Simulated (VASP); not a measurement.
Input of a VASP 6.6.1 run:

The input INCAR:

```
SYSTEM = B2Te
ALGO = Fast
EDIFF = 1E-7
ENCUT = 520
GGA = PE
ISIF = 2
ISMEAR = 0
LASPH = .TRUE.
LCHARG = .FALSE.
LREAL = .FALSE.
LWAVE = .FALSE.
NBANDS = 21
NELM = 100
PREC = Accurate
SIGMA = 0.1
```

Contents of KPOINTS:

```
k-points
0
G
  8 8 10
  0 0 0
```

File POSCAR:

```
B2Te
1.0
    3.2121976346     -4.5519938103      0.0000000000
    3.2121976346      4.5519938103      0.0000000000
    0.0000000000      0.0000000000      3.5712377150
B Te
4 2
Direct
    0.0422246216      0.2227807923      0.5000000000
    0.9577753784      0.7772192077      0.5000000000
    0.2227807923      0.0422246216      0.5000000000
    0.7772192077      0.9577753784      0.5000000000
    0.0000000000      0.5000000000      0.0000000000
    0.5000000000      0.0000000000      0.0000000000
```

Potentials or basis: VASP PAW PBE potentials, release 64 (B, Te).

Run with:

```bash
$ cat potpaw_PBE.64/B/POTCAR potpaw_PBE.64/Te/POTCAR > POTCAR
$ mpirun -np 1 vasp_std > vasp.out
```

Task: Estimate the largest force.

Result: 0.007 eV/Å.

Task: Predict the band gap on the k mesh.

Result: None (metal or under the smearing width).

Task: What does it give for the pressure?

Result: 0.0 GPa.

Forces in eV/Å, atoms in the order of the input:
```
B    0.006  0.003  0.000
B   -0.006 -0.003  0.000
B    0.006 -0.003  0.000
B   -0.006  0.003  0.000
Te   0.000  0.000  0.000
Te   0.000  0.000  0.000
```

The run has no spin-orbit coupling, so splittings on Te are missing.
